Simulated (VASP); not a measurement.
An input for Ansatz (written as the equivalent of a VASP run, and not itself run):

Ansatz 0.2 input:
```yaml
crystal:
  lattice:
    - [1.7555474, -3.0406974, 0.0000000]
    - [1.7555474, 3.0406974, 0.0000000]
    - [0.0000000, 0.0000000, 5.3697410]
  atoms:
    - { symbol: Tl, position: [0.3333330, 0.6666670, 0.2500000] }
    - { symbol: Tl, position: [0.6666670, 0.3333330, 0.7500000] }
kpoints:
  mp_grid: { grid: [12, 12, 7] }
hamiltonian:
  xc: pbesol
  pseudopotentials: { kind: paw }
scf:
  occupations: { method: methfessel_paxton, width: 0.1 }
  max_iter: 100
relax:
  max_steps: 40
  f_tol: 0.02
  cell: {}
output: { forces: true, stress: true, eigenvalues: true }
```

### Question
Translate this input to VASP (INCAR, KPOINTS, POSCAR, choice of POTCAR).

### Answer
Several could match; the one computed here: 
**KPOINTS**
```
Regular mesh
0
G
 12 12 7
```

File POSCAR:
```
Tl
1
    1.7555474040    -3.0406974061    -0.0000000000
    1.7555474040     3.0406974061     0.0000000000
    0.0000000000     0.0000000000     5.3697410159
Tl
2
Direct
  0.3333330000   0.6666670000   0.2500000000
  0.6666670000   0.3333330000   0.7500000000
```

### INCAR
```
SYSTEM = Tl
PREC = Accurate; ENCUT = 500; LREAL = .FALSE.
LASPH = .TRUE.
EDIFF = 1E-6; NELM = 100; ALGO = Normal
LMAXMIX = 4
ISMEAR = 1; SIGMA = 0.1
GGA = PS
IBRION = 2; NSW = 40; ISIF = 3
EDIFFG = -0.02
LWAVE = .FALSE.; LCHARG = .FALSE.
```

POTCAR, in this order: Tl_d (PBE.64 set). Program: vasp_std.

Limits of the translation: each code has its own PAW files, so the cut-off isn't converted (ENCUT is set for VASP's; basis.ecutwfc is left out, and Ansatz then takes the one that its files recommend); Ansatz stops its SCF on the density residual and VASP on the energy change (EDIFF).

The compound is Tl in the hcp structure. It was relaxed first.
